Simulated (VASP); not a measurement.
HfB (relaxed from the CsCl type structure, space group Pm-3m): computed properties

The numbers are results of PBEsol GGA, VASP's PBE PAW potentials (set 64) (plane waves; VASP 6.6.1), not measurements.

```yaml
space_group: Pm-3m (221)
cell: a = b = c = 2.966 Å, α = β = γ = 90.00°
volume_per_atom: 13.04 Å³/atom
band gap (over mesh and band path): none (metal, semimetal or under 0.01 eV)
density: 12.05 g/cm³
```

```
CELL_PARAMETERS angstrom
      2.96555     0.00000     0.00000
      0.00000     2.96555     0.00000
      0.00000     0.00000     2.96555
ATOMIC_POSITIONS crystal
  Hf 0.00000 0.00000 0.00000
  B  0.50000 0.50000 0.50000
```

Unless said otherwise, spin-orbit coupling is left out, though it shifts the bands of the heavy elements here.

The structure was generated: HfB was put into the CsCl type type (Pm-3m), which need not be its known phase. It was relaxed first, which changed the volume by -32 %. Symmetry was kept, so distortions that lower it aren't found. The electron count is odd and the run is not spin-polarised, which forces a metal.
